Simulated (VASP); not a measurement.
Crystal: Al4B3P.

```
Al B P
1.0
     3.39623    0.00000    0.00000
     0.00000    3.39623    0.00000
     0.00000    0.00000    8.28643
Al B P
4 3 1
Direct
  0.50000 0.00000 0.15912
  0.50000 0.00000 0.84088
  0.00000 0.50000 0.84088
  0.00000 0.50000 0.15912
  0.50000 0.50000 0.70947
  0.50000 0.50000 0.29053
  0.00000 0.00000 0.00000
  0.00000 0.00000 0.50000
```

The cell was built by a generator and needn't be a form met in nature.

* Program: VASP 6.6.1
* Task: relaxation of cell and atoms
* Functional: PBE
* Potentials or basis: VASP PAW PBE potentials, release 64 (Al, B, P)
* Cutoff: 520 eV
* k mesh: 4 × 4 × 2
* Occupations: gaussian, width 0.15 eV
* Spin: no spin polarisation

At the start: pressure 29.3 GPa; volume 11.95 Å³/atom.

Q: How do energy, volume and symmetry change on relaxing?

A: Over 24 steps the energy falls by 655.8 meV/atom and the volume is 12.66 Å³/atom (+6.0 %); space group P4/mmm (No. 123, to 0.05 Å).

The path:
```tsv
step	energy change (eV)	largest force (eV/Å)	pressure (GPa)	volume (Å³)
1	0.0000	1.5842	29.30	95.58
2	-1.8544	1.1670	-10.52	128.62
3	-2.2143	1.2023	-2.85	116.95
4	-2.6668	0.7826	-2.26	115.38
5	-3.2423	1.4064	0.28	110.95
6	-3.2687	1.5839	1.17	109.74
7	-3.5167	1.0532	-3.38	110.20
8	-3.5372	1.0678	-4.10	110.22
9	-3.6294	1.2424	-5.29	110.17
10	-4.0473	1.5829	-6.93	109.67
11	-3.2311	1.5248	-3.22	107.01
12	-4.0024	1.5898	-6.92	109.35
13	-4.1351	1.6788	-6.12	107.89
14	-4.1726	1.4844	-4.08	105.95
15	-4.4464	1.2485	-2.56	104.22
16	-4.7396	0.5126	1.68	100.82
17	-4.7459	0.6324	2.68	100.17
18	-4.9653	0.6925	1.46	100.78
19	-5.1440	0.8998	-0.52	101.87
20	-5.1460	0.7860	-0.38	101.76
21	-5.2064	0.4722	-0.53	101.73
22	-5.2416	0.3126	-0.57	101.68
23	-5.2420	0.2310	-0.58	101.69
24	-5.2467	0.0656	-0.23	101.27
```

Final structure:
```yaml
crystal:
  lattice:
    - [4.04273, 0.00000, 0.00000]
    - [0.00000, 4.04273, 0.00000]
    - [0.00000, 0.00000, 6.19653]
  atoms:
    - { symbol: Al, position: [0.50000, 0.00000, 0.21760] }
    - { symbol: Al, position: [0.50000, 0.00000, 0.78240] }
    - { symbol: Al, position: [0.00000, 0.50000, 0.78240] }
    - { symbol: Al, position: [0.00000, 0.50000, 0.21760] }
    - { symbol: B, position: [0.50000, 0.50000, 0.63494] }
    - { symbol: B, position: [0.50000, 0.50000, 0.36506] }
    - { symbol: B, position: [0.00000, 0.00000, 0.00000] }
    - { symbol: P, position: [0.00000, 0.00000, 0.50000] }
```

Caveat: the k mesh is coarse (spacing up to 0.46 Å⁻¹), so the values aren't converged.
